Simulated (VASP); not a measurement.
Here is the system:

```
CELL_PARAMETERS angstrom
      0.00000     3.37087     3.37087
      3.37087     0.00000     3.37087
      3.37087     3.37087     0.00000
ATOMIC_POSITIONS crystal
  Mg 0.25000 0.25000 0.25000
  Mg 0.75000 0.75000 0.75000
  Sn 0.00000 0.00000 0.00000
```

The numbers are results of PBEsol GGA with spin-orbit coupling, VASP's PBE PAW potentials (set 64) (plane waves; VASP), not measurements. Settings: 400 eV cut-off, 9×9×9 Γ-centred mesh, Gaussian smearing of 0.050 eV, potentials Mg Sn_d.

Task: The job: Mg$_{2}$Sn (antifluorite), 3 atoms, PBEsol+SOC, static run, 400 eV, 9×9×9 Γ-centred mesh. Roughly how much core time does it take on a busy server core?

Result: About 2 core-minutes (one run on a shared machine, a rough figure). It had 35 irreducible k-points, 26 bands, up to 2822 plane waves and 14 electronic steps.

The compound is Mg2Sn in the antifluorite structure. It was relaxed first.
